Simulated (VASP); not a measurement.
An input for Ansatz (written as the equivalent of a VASP run, and not itself run):

Ansatz 0.2 input:
```yaml
crystal:
  lattice:
    - [0.0000000, 2.3436809, 2.3436809]
    - [2.3436809, 0.0000000, 2.3436809]
    - [2.3436809, 2.3436809, 0.0000000]
  atoms:
    - { symbol: Zr, position: [0.0000000, 0.0000000, 0.0000000] }
    - { symbol: C, position: [0.5000000, 0.5000000, 0.5000000] }
kpoints:
  mp_grid: { grid: [15, 15, 15] }
hamiltonian:
  xc: pbe
  dispersion: d4
  pseudopotentials: { kind: paw }
scf:
  occupations: { method: tetrahedron }
  max_iter: 100
output: { forces: true, stress: true, eigenvalues: true }
```

Problem. Translate this input to VASP (INCAR, KPOINTS, POSCAR, choice of POTCAR).

Solution. This is not unique; one that fits is 
KPOINTS:
```
Automatic mesh
0
G
  15 15 15
0 0 0
```

POSCAR:
```
ZrC
1
   -0.0000000000     2.3436808617     2.3436808617
    2.3436808617    -0.0000000000     2.3436808617
    2.3436808617     2.3436808617     0.0000000000
Zr C
1 1
Direct
  0.0000000000   0.0000000000   0.0000000000
  0.5000000000   0.5000000000   0.5000000000
```

INCAR:
```
! general
SYSTEM   =  ZrC
PREC     =  Accurate
ENCUT    =  520   ! plane-wave cut-off (eV)
LREAL    =  F   ! projection in real space or not
LASPH    =  T   ! aspherical one-centre terms

! electronic loop
EDIFF    =  1E-7
NELM     =  100
ALGO     =  Normal   ! blocked Davidson
LMAXMIX  =  4   ! l cut-off of mixed one-centre charges

! smearing
ISMEAR   =  -5   ! tetrahedra, Bloechl

! functional
GGA      =  PE   ! PBE
IVDW     =  13   ! D4

! ions
ISIF     =  2

! output
LWAVE    =  F
LCHARG   =  T
LORBIT   =  11   ! lm-projected
NEDOS    =  601   ! DOS grid
```

POTCAR, in this order: Zr_sv C (PBE.64 set). Program: vasp_std.

The two are equivalent in intent, not identical: each code has its own PAW files, so the cut-off isn't converted (ENCUT is set for VASP's; basis.ecutwfc is left out, and Ansatz then takes the one that its files recommend); Ansatz stops its SCF on the density residual and VASP on the energy change (EDIFF).

The compound is ZrC in the rock salt structure. It was relaxed first.
